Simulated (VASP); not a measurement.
VASP runs on PbO (litharge) share one base input (PBE GGA, plane waves, VASP's PBE PAW potentials (set 64)) and change the settings named in each case.

File KPOINTS:
```
Automatic mesh
0
Gamma
5 5 4
0 0 0
```

File POSCAR:
```
PbO
3.980
  1.0000000000   0.0000000000   0.0000000000
  0.0000000000   1.0000000000   0.0000000000
  0.0000000000   0.0000000000   1.2613065327
Pb O
2 2
Direct
  0.5000000000   0.0000000000   0.7650000000
  0.0000000000   0.5000000000   0.2350000000
  0.5000000000   0.5000000000   0.0000000000
  0.0000000000   0.0000000000   0.0000000000
```

### INCAR
```
ALGO  =  Normal
EDIFF  =  1E-6
ENCUT  =  520
GGA  =  PE
ISIF  =  2
ISMEAR  =  0
LASPH  =  .TRUE.
LCHARG  =  .FALSE.
LMAXMIX  =  4
LREAL  =  .FALSE.
LWAVE  =  .FALSE.
NELM  =  100
PREC  =  Accurate
SIGMA  =  0.05
SYSTEM  =  PbO
```

POTCAR, in this order: Pb_d O (PBE.64 set). Program: vasp_std.

| change | E(σ→0) (eV/atom) | pressure (GPa) | largest force (eV/Å) |
|---|---|---|---|
| base run | -5.3542 | 4.73 | 0.476 |
| IVDW = 13 | -5.6318 | 2.76 | 0.501 |
| GGA = 91 | -5.4069 | 4.59 | 0.491 |
| GGA = PS | -5.7179 | 0.81 | 0.144 |
| GGA removed, LMIXTAU = .TRUE., METAGGA = SCAN | -42.1390 | [?] | [?] |
| GGA = AM | -5.4837 | 1.49 | 0.085 |
| GGA = RE | -5.0198 | [?] | [?] |

Question: Fill in the missing entries.

Answer: 
- GGA = RE, pressure (GPa): 6.65
- GGA = RE, largest force (eV/Å): 0.599
- GGA removed, LMIXTAU = .TRUE., METAGGA = SCAN, pressure (GPa): 1.22
- GGA removed, LMIXTAU = .TRUE., METAGGA = SCAN, largest force (eV/Å): 0.210

Energies of different potentials or functionals have different zeros. Unless said otherwise, spin-orbit coupling is left out, though it shifts the bands of the heavy elements here.

Left out are runs that ran out of time, are held back, or changed the cell or the kind of run, fixed moments of cells without a moment, rows past the twelfth, gaps on odd meshes, pressures of charged cells and columns that move by less than the noise.

The compound is PbO in the litharge structure. The cell was not relaxed at this level, forces remain on its atoms.
